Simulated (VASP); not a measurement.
Input for VASP

KPOINTS:
```
Automatic mesh
0
Gamma
7 7 7
0 0 0
```

POSCAR:
```
CoO
1
    4.2600000000     2.1300000000     2.1300000000
    2.1300000000     4.2600000000     2.1300000000
    2.1300000000     2.1300000000     4.2600000000
Co O
2 2
Direct
  0.0000000000   0.0000000000   0.0000000000
  0.5000000000   0.5000000000   0.5000000000
  0.2500000000   0.2500000000   0.2500000000
  0.7500000000   0.7500000000   0.7500000000
```

**INCAR**
```
SYSTEM = CoO
PREC = Accurate
ENCUT = 520
EDIFF = 1E-6
NELM = 60
ALGO = Normal
LREAL = .FALSE.
LASPH = .TRUE.
ISMEAR = 0
SIGMA = 0.05
GGA = PE
LMAXMIX = 4
ISPIN = 2
MAGMOM = 3.0 -3.0 0.0 0.0
LORBIT = 10
LWAVE = .FALSE.
LCHARG = .FALSE.
ISIF = 2
IMIX = 1
AMIX = 1.9
BMIX = 0.0001
```

POTCAR, in this order: Co O (PBE.64 set). Program: vasp_std.

Output

standard output:
```
 POSCAR found type information on POSCAR CoO
 POSCAR found :  2 types and       4 ions
 Reading from existing POTCAR
 Reading from existing POTCAR
 LDA part: xc-table for (Slater+PW92), standard interpolation
 POSCAR, INCAR and KPOINTS ok, starting setup
 WAVECAR not read
 entering main loop
       N       E                     dE             d eps       ncg     rms          rms(c)
DAV:   1     0.254577131326E+03    0.25458E+03   -0.14702E+04  3360   0.193E+03
DAV:   2     0.402304474353E+01   -0.25055E+03   -0.23632E+03  3434   0.398E+02
DAV:   3    -0.300254359234E+02   -0.34048E+02   -0.32314E+02  3897   0.163E+02
DAV:   4    -0.315422582892E+02   -0.15168E+01   -0.14902E+01  4192   0.358E+01
DAV:   5    -0.315917811780E+02   -0.49523E-01   -0.49479E-01  4324   0.585E+00    0.206E+01
DAV:   6    -0.229857326763E+03   -0.19827E+03   -0.15105E+03  4894   0.603E+02    0.366E+02
DAV:   7    -0.343812039500E+04   -0.32083E+04   -0.44610E+04  4611   0.258E+03    0.163E+03

 -----------------------------------------------------------------------------
|                     _     ____    _    _    _____     _                     |
|                    | |   |  _ \  | |  | |  / ____|   | |                    |
|                    | |   | |_) | | |  | | | |  __    | |                    |
|                    |_|   |  _ <  | |  | | | | |_ |   |_|                    |
|                     _    | |_) | | |__| | | |__| |    _                     |
|                    (_)   |____/   \____/   \_____|   (_)                    |
|                                                                             |
|                                                                             |
|      internal error in RAD_INT: RHOPS /= RHOAE                              |
|                                                                             |
|     If you are not a developer, you should not encounter this problem.      |
|     Please submit a bug report.                                             |
|                                                                             |
 -----------------------------------------------------------------------------
```

### Question
Read the log: what went wrong, and how is it fixed?

### Answer
The cause: simple mixing (IMIX = 1) with AMIX above 1 overshoots. VASP stops with an error: internal error in RAD_INT: RHOPS /= RHOAE If you are not a developer, you should not encounter this problem. Please submit a bug report. To mend it, remove IMIX, remove AMIX, remove BMIX.

The mended run (PBE GGA, plane waves, VASP's PBE PAW potentials (set 64)) converges, and its OSZICAR ends with
```
   1 F= -.26390538E+02 E0= -.26386876E+02  d E =-.732412E-02  mag=     0.0000
```

The compound is CoO in the rock salt, AFM-II order structure. The cell was not relaxed at this level.
